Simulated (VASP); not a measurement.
A run of VASP 6.6.1 is set up as follows.

File INCAR:

```
SYSTEM = Na3SnP
ALGO = Normal
EDIFF = 1E-6
ENCUT = 520
GGA = PS
ISIF = 2
ISMEAR = 0
LASPH = .True.
LCHARG = .True.
LELF = .True.
LREAL = .False.
LVHAR = .True.
LWAVE = .False.
NBANDS = 28
NELM = 60
PREC = Accurate
SIGMA = 0.0165
```

The input KPOINTS:

```
k-points
0
Gamma
  4 4 4
  0 0 0
```

Contents of POSCAR:

```
Na3SnP
1.0
    4.5735860000      0.0000000000      0.0000000000
    0.0000000000      4.5735860000      0.0000000000
    0.0000000000      0.0000000000      4.5735860000
Sn Na P
1 3 1
Direct
    0.0000000000      0.0000000000      0.0000000000
    0.0000000000      0.5000000000      0.5000000000
    0.5000000000      0.0000000000      0.5000000000
    0.5000000000      0.5000000000      0.0000000000
    0.5000000000      0.5000000000      0.5000000000
```

Potentials or basis: VASP PAW PBE potentials, release 64 (Sn_d, Na_pv, P).

Command:

```sh
$ cat potpaw_PBE.64/Sn_d/POTCAR potpaw_PBE.64/Na_pv/POTCAR potpaw_PBE.64/P/POTCAR > POTCAR
$ mpirun -np 1 vasp_std > vasp.out
```

Task: Predict the band gap on the k mesh.

Result: None (metal or under the smearing width).

Task: What does it give for the pressure?

Result: 22.4 GPa.

Caveat: so large a pressure means that the cell lies far from this level's equilibrium, or that cutoff or potentials fall short; the potentials were made for another functional, which shifts forces and pressure.
